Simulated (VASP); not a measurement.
# LaCo (I2_13) in VASP: equation of state

Aim: energy against volume of LaCo in PBE, for its equilibrium volume and stiffness.

All numbers are computed with VASP 6.6.1; they aren't measurements. Logs are shortened: lines on timing, memory, paths and dates and some standing lists are left out, and cuts for length are marked.

## 1. Starting point

Symmetry: I2_13, No. 199, cubic system. Conventional cell: a = 6.966 Å, b = 6.966 Å, c = 6.966 Å, α = 90.00°, β = 90.00°, γ = 90.00°. Around La (site symmetry 3) lie 4 Co at 2.62 to 2.94 Å. Around Co (site symmetry 3) lie 4 La at 2.62 to 2.94 Å and 3 Co at 2.96 Å.

The cell comes from a database or a generator and needn't be the stable form of this composition.

## 2. Equation of state, PBE, collinear spin, ferromagnetic start, 19.86 Å³/atom (volume scaled by 0.94)

Contents of INCAR:

```
SYSTEM = LaCo
PREC     = Accurate       ! precision mode
ENCUT    = 520            ! plane-wave cutoff, eV
EDIFF    = 1E-7           ! SCF threshold, eV
ISMEAR   = -1             ! smearing method
SIGMA    = 0.05           ! smearing width, eV
LREAL    = .FALSE.        ! projectors in reciprocal space
LASPH    = .TRUE.         ! aspherical terms in the spheres
NELM     = 150            ! most SCF steps
ALGO     = Normal         ! electronic algorithm
ISIF     = 2              ! what is computed and relaxed
LWAVE    = .FALSE.        ! write WAVECAR
LCHARG   = .FALSE.        ! write CHGCAR
ISPIN    = 2              ! spin polarisation
MAGMOM   = 0 0 0 0 2 2 2 2 ! initial moments
LORBIT   = 11             ! projections on sites
LMAXMIX  = 6              ! l up to which the mixer works
GGA      = PE             ! functional
NBANDS   = 54             ! bands
```

Contents of KPOINTS:

```
Automatic mesh
0
G
  6 6 6
  0 0 0
```

Contents of POSCAR:

```
LaCo
1.0
   -3.4120061711      3.4120061711      3.4120061711
    3.4120061711     -3.4120061711      3.4120061711
    3.4120061711      3.4120061711     -3.4120061711
La Co
4 4
Direct
    0.5000000000      0.0000000000      0.0189750000
    0.0000000000      0.0189750000      0.5000000000
    0.0189750000      0.5000000000      0.0000000000
    0.4810250000      0.4810250000      0.4810250000
    0.5000000000      0.0000000000      0.5840200000
    0.0000000000      0.5840200000      0.5000000000
    0.5840200000      0.5000000000      0.0000000000
    0.9159800000      0.9159800000      0.9159800000
```

Potentials or basis: VASP PAW PBE potentials, release 64 (La, Co).

Launch:

```console
$ cat potpaw_PBE.64/La/POTCAR potpaw_PBE.64/Co/POTCAR > POTCAR
$ mpirun -np 1 vasp_std > vasp.out
```

OUTCAR:

```text
SYSTEM = LaCo
   PREC = Accurate
   ENCUT = 520
   EDIFF = 1E-7
   ISMEAR = -1
   LREAL = .FALSE.
   LASPH = .TRUE.
   NELM = 150
   ISIF = 2
   ISPIN = 2
   LORBIT = 11
   GGA = PE

 Found     18 irreducible k-points:

 Following reciprocal coordinates:
            Coordinates               Weight
  0.000000  0.000000  0.000000      1.000000
  0.166667  0.000000  0.000000     12.000000
  0.333333  0.000000  0.000000     12.000000
  0.500000  0.000000  0.000000      6.000000
  0.166667  0.166667  0.000000     24.000000
  0.333333  0.166667 -0.000000     24.000000
   k-points           NKPTS =     18   k-points in BZ     NKDIM =     18   number of bands    NBANDS=     54
   number of dos      NEDOS =    301   number of ions     NIONS =      8
   total plane-waves  NPLWV = 110592
   dimension x,y,z NGX =    48 NGY =   48 NGZ =   48
   dimension x,y,z NGXF=    96 NGYF=   96 NGZF=   96
   ions per type =               4   4
   NGX,Y,Z   is equivalent  to a cutoff of  13.50, 13.50, 13.50 a.u.
   NGXF,Y,Z  is equivalent  to a cutoff of  27.01, 27.01, 27.01 a.u.
 SYSTEM =  LaCo
   PREC   = accura    normal or accurate (medium, high low for compatibility)
   ISTART =      0    job   : 0-new  1-cont  2-samecut
   ICHARG =      2    charge: 1-file 2-atom 10-const
   ISPIN  =      2    spin polarized calculation?
   LNONCOLLINEAR =      F non collinear calculations
   LSORBIT =      F    spin-orbit coupling
   LASPH  =      T    aspherical Exc in radial PAW
   ENCUT  =  520.0 eV  38.22 Ry    6.18 a.u.  10.99 10.99 10.99*2*pi/ulx,y,z
   NELM   =    150;   NELMIN=  2; NELMDL= -5     # of ELM steps
   EDIFF  = 0.1E-06   stopping-criterion for ELM
   LREAL  =      F    real-space projection
   EDIFFG = 0.1E-05   stopping-criterion for IOM
   NSW    =      0    number of steps for IOM
   IBRION =     -1    ionic relax: 0-MD 1-quasi-New 2-CG
   NFREE  =      0    steps in history (QN), initial steepest desc. (CG)
   ISIF   =      2    stress and relaxation
   ISYM   =      2    0-nonsym 1-usesym 2-fastsym
   POTIM  = 0.5000    time-step for ionic-motion
   TEBEG  =    0.0;   TEEND  =   0.0 temperature during run
   PSTRESS=    0.0 pullay stress
   NELECT =      80.0000    total number of electrons
   NUPDOWN=      -1.0000    fix difference up-down
   EMIN   =  10.00;   EMAX   =-10.00  energy-range for DOS
   EFERMI =   0.00;   METHOD = LEGACY
   ISMEAR =    -1;   SIGMA  =   0.05  broadening in eV -4-tet -1-fermi 0-gaus
   EFERMI_NEDOS =   21; number of points for ismear=-14 and -15
   IALGO  =     38    algorithm
   IMIX   =      4    mixing-type and parameters
     AMIX     =   0.40;   BMIX     =  1.00
     AMIX_MAG =   1.60;   BMIX_MAG =  1.00
[... 25 lines left out ...]

  energy without entropy =      -46.88226229  energy(sigma->0) =      -46.91591522

 E-fermi :  10.0588     XC(G=0): -11.3715

 val. band max:       10.0549278741   @ k =   0.1667   0.1667   0.0000
 cond. band min:      10.0636375163   @ k =   0.5000   0.5000   0.1667
 fundamental gap:      0.0087096421
 Fermi energy:        10.0587995887

 spin component 1

 k-point     1 :       0.0000    0.0000    0.0000
  band No.  band energies     occupation
      1     -21.9843      1.00000
      2     -21.5676      1.00000
      3     -21.5676      1.00000
      4     -21.5676      1.00000
      5      -6.5385      1.00000
      6      -6.4970      1.00000
[... 319 lines left out ...]
     51      12.4749      0.00000
     52      12.7119      0.00000

 [... further k-points ...]

 spin component 2

 k-point     1 :       0.0000    0.0000    0.0000
  band No.  band energies     occupation
      1     -22.0062      1.00000
      2     -21.5875      1.00000
      3     -21.5875      1.00000
      4     -21.5875      1.00000
      5      -6.5769      1.00000
      6      -6.5337      1.00000
[... 319 lines left out ...]
     51      12.4728      0.00000
     52      12.7206      0.00000

 [... further k-points ...]

 [bands above 52 left out]

------------------------ aborting loop because EDIFF is reached ----------------------------------------

  FORCE on cell =-STRESS in cart. coord.  units (eV):
  Direction    XX          YY          ZZ          XY          YZ          ZX
  --------------------------------------------------------------------------------------
  -------------------------------------------------------------------------------------
  Total        4.9299320      4.9299320      4.9299320     -0.0000000      0.0000000      0.0000000
  in kB       49.7120983     49.7120983     49.7120983     -0.0000000      0.0000000      0.0000000
  external PRESSURE =      49.7120983 kB  Pullay stress =       0.0000000 kB

 VOLUME and BASIS-vectors are now :
 -----------------------------------------------------------------------------
  energy-cutoff  :      520.00
  volume of cell :      158.89
      direct lattice vectors                 reciprocal lattice vectors
    -3.412006171  3.412006171  3.412006171     0.000000000  0.146541353  0.146541353
     3.412006171 -3.412006171  3.412006171     0.146541353  0.000000000  0.146541353
     3.412006171  3.412006171 -3.412006171     0.146541353  0.146541353  0.000000000

 POSITION                                       TOTAL-FORCE (eV/Angst)
 -----------------------------------------------------------------------------------
     -1.64126      1.77075      1.64126         0.103754      0.103754     -0.103754
      1.77075      1.64126     -1.64126         0.103754     -0.103754      0.103754
      1.64126     -1.64126      1.77075        -0.103754      0.103754      0.103754
      1.64126      1.64126      1.64126        -0.103754     -0.103754     -0.103754
      0.28668      3.69868     -0.28668        -0.113866     -0.113866      0.113866
      3.69868     -0.28668      0.28668        -0.113866      0.113866     -0.113866
     -0.28668      0.28668      3.69868         0.113866     -0.113866     -0.113866
      3.12533      3.12533      3.12533         0.113866      0.113866      0.113866
 -----------------------------------------------------------------------------------
    total drift:                               -0.000001     -0.000001     -0.000001

  FREE ENERGIE OF THE ION-ELECTRON SYSTEM (eV)
  ---------------------------------------------------
  free  energy   TOTEN  =       -46.9495681433 eV

  energy  without entropy=      -46.8822622901  energy(sigma->0) =      -46.91591522

 total charge

# of ion       s       p       d       f       tot
--------------------------------------------------
    1        2.063   5.547   1.033   0.234   8.876
    2        2.063   5.547   1.033   0.234   8.876
    3        2.063   5.547   1.033   0.234   8.876
    4        2.063   5.547   1.033   0.234   8.876
    5        0.518   0.249   7.466   0.000   8.234
    6        0.518   0.249   7.466   0.000   8.234
    7        0.518   0.249   7.466   0.000   8.234
    8        0.518   0.249   7.466   0.000   8.234
--------------------------------------------------
tot         10.324  23.185  33.998   0.934  68.441

 magnetization (x)

# of ion       s       p       d       f       tot
--------------------------------------------------
    1       -0.003  -0.001  -0.034  -0.009  -0.046
    2       -0.003  -0.001  -0.034  -0.009  -0.046
    3       -0.003  -0.001  -0.034  -0.009  -0.046
    4       -0.003  -0.001  -0.034  -0.009  -0.046
    5        0.009  -0.006   0.273   0.000   0.276
    6        0.009  -0.006   0.273   0.000   0.276
    7        0.009  -0.006   0.273   0.000   0.276
    8        0.009  -0.006   0.273   0.000   0.276
--------------------------------------------------
tot          0.024  -0.027   0.957  -0.036   0.918
```

OSZICAR:

```text
N       E                     dE             d eps       ncg     rms          rms(c)
DAV:   1     0.876746671220E+03    0.87675E+03   -0.27040E+04  3888   0.226E+03
DAV:   2     0.187856213023E+03   -0.68889E+03   -0.64965E+03  4728   0.402E+02
DAV:   3    -0.126289539094E+02   -0.20049E+03   -0.19125E+03  5888   0.238E+02
[... 13 lines left out ...]
DAV:  17    -0.469495675265E+02   -0.13566E-04   -0.12885E-04  7120   0.651E-02    0.362E-02
DAV:  18    -0.469495676769E+02   -0.15040E-06   -0.35651E-05  7696   0.359E-02    0.185E-02
DAV:  19    -0.469495678682E+02   -0.19128E-06   -0.50943E-06  6984   0.137E-02    0.134E-02
DAV:  20    -0.469495679270E+02   -0.58787E-07   -0.53829E-06  6376   0.155E-02    0.837E-03
DAV:  21    -0.469495681218E+02   -0.19479E-06   -0.92899E-07  5032   0.786E-03    0.387E-03
DAV:  22    -0.469495681433E+02   -0.21530E-07   -0.67590E-08  2704   0.323E-03
   1 F= -.46949568E+02 E0= -.46915915E+02  d E =-.673059E-01  mag=     0.7740
```

Run time: 8.8 min. Hardware: 1 thread of AMD EPYC 9R45 (Zen 5), shared host; peak memory 0.52 GiB.

Results:

```
Free energy                                           : -46.9496 eV
Pressure                                              : 5.0 GPa
Largest force                                         : 0.197 eV/Å
Band gap on the k mesh                                : none (metal or under the smearing width)
Net moment                                            : 0.77 μB per cell
Site moments                                          : La -0.05; Co +0.28 μB
Valence electrons inside the program's atomic spheres : La 8.88; Co 8.23
```

(Continued in part 2 of 2.)
